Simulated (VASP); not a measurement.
Input of a VASP 6.6.1 run:

File INCAR:

```
SYSTEM = H3C2SNO2
PREC     = Accurate       ! precision mode
ENCUT    = 520            ! plane-wave cutoff, eV
EDIFF    = 1E-6           ! SCF threshold, eV
ISMEAR   = -1             ! smearing method
SIGMA    = 0.05           ! smearing width, eV
LREAL    = Auto         
LASPH    = .True.         ! aspherical terms in the spheres
NELM     = 60             ! most SCF steps
ALGO     = Normal         ! electronic algorithm
ISIF     = 2              ! what is computed and relaxed
LWAVE    = .False.        ! write WAVECAR
LCHARG   = .False.        ! write CHGCAR
GGA      = PE             ! functional
IVDW     = 12             ! dispersion correction
NBANDS   = 92             ! bands
```

The input KPOINTS:

```
Automatic mesh
0
Gamma
  1 1 1
  0 0 0
```

The input POSCAR:

```
H3C2SNO2
1.0
    8.3376330000      0.0000000000      0.0000000000
    0.0000000000      8.3376330000      0.0000000000
    0.0000000000      0.0000000000      8.3376330000
C N H S O
8 4 12 4 8
Direct
    0.3766416680      0.3973909622      0.7444558905
    0.4891196338      0.4551411654      0.6337650026
    0.1545522572      0.4085931823      0.1215093061
    0.1301088690      0.2767931858      0.2263712015
    0.5249451493      0.1450651522      0.3303695425
    0.4574559710      0.1056654808      0.4817674273
    0.8914640402      0.9003154732      0.5496044261
    0.9798944137      0.9808179372      0.6667599785
    0.5967640936      0.5127714305      0.5620060274
    0.1089277976      0.1701682000      0.3179199660
    0.4323409294      0.0477113828      0.6037684796
    1.0573144680      1.0593893974      0.7526956392
    0.3819789142      0.2662266377      0.7432924908
    0.4021525054      0.4531981679      0.8683399713
    0.2510544659      0.4284189530      0.7107412859
    0.1746179041      0.3800718981     -0.0021109109
    0.0643348058      0.5027326101      0.1202859373
    0.2682775795      0.4495760367      0.1623362410
    0.4787209991      0.2652791266      0.3022680418
    0.6577046507      0.1460366509      0.3406002639
    0.4949486263      0.0659059951      0.2295255740
    0.8389431389      0.9903170360      0.4745351588
    0.9748450190      0.8069916246      0.4931975298
    0.7973605938      0.8223916788      0.6101012122
    0.7748242217      0.2210459491     -0.0277296926
    0.7010023108      0.7424529240      0.1528971112
    0.8852392520      0.3877119561      0.5299225811
    0.3470769222      0.8950861713      0.9037936786
    0.7137757203      0.3464772316      0.0773001162
    0.6608950046      0.1460006695     -0.1333232106
    0.5672113416      0.7215956855      0.2671861426
    0.7934146298      0.8913560959      0.1370292984
    0.9206449840      0.5018450680      0.4103682664
    0.9127170745      0.4448264873      0.7009423418
    0.3687497399      1.0432457269      1.0046616348
    0.4866129272      0.7908839355      0.8906604548
```

Potentials or basis: VASP PAW PBE potentials, release 64 (C, N, H, S, O).

Run with:

```sh
$ cat potpaw_PBE.64/C/POTCAR potpaw_PBE.64/N/POTCAR potpaw_PBE.64/H/POTCAR potpaw_PBE.64/S/POTCAR potpaw_PBE.64/O/POTCAR > POTCAR
$ mpirun -np 1 vasp_gam > vasp.out
```

Problem. What does it give for the pressure?

Solution. -0.2 GPa.

Problem. What does it give for the largest force?

Solution. 4.524 eV/Å.

Forces in eV/Å, atoms in the order of the input:
```
C   -1.425  0.259  1.653
C    2.275  1.548 -1.028
C    0.179  0.312 -0.279
C   -1.334 -2.484  1.470
C    0.321  1.069 -0.656
C    0.926 -0.801 -1.539
C   -0.396 -3.185  0.259
C    1.179  1.237  1.195
N   -1.274 -0.874  0.362
N    0.373  1.555 -1.279
N   -0.995 -0.761  2.326
N   -0.032 -0.055  0.245
H    0.018 -0.137  0.446
H   -0.141 -0.771 -1.316
H    0.321  0.026  0.033
H   -0.070 -0.851 -0.785
H   -0.294  0.109  0.578
H    1.119  1.241  0.268
H    0.454  0.083 -0.404
H   -0.427  0.243  0.010
H   -0.331 -0.100  0.327
H   -0.320  0.099 -1.003
H   -0.870  1.141 -0.131
H    0.382  0.761 -0.551
S    0.362  0.251  0.262
S   -0.433 -0.526  0.247
S   -0.342 -0.188  4.507
S    0.471  2.355  1.152
O    0.054  0.060  0.024
O   -0.159 -0.192 -0.452
O    1.190  0.843 -0.889
O   -0.734 -0.343  0.563
O    0.660  1.566 -1.892
O   -0.141 -1.110 -2.440
O   -0.487 -2.187 -1.358
O   -0.075 -0.193  0.072
```

Caveat: the standard files for N, O and F lose accuracy on very short bonds.
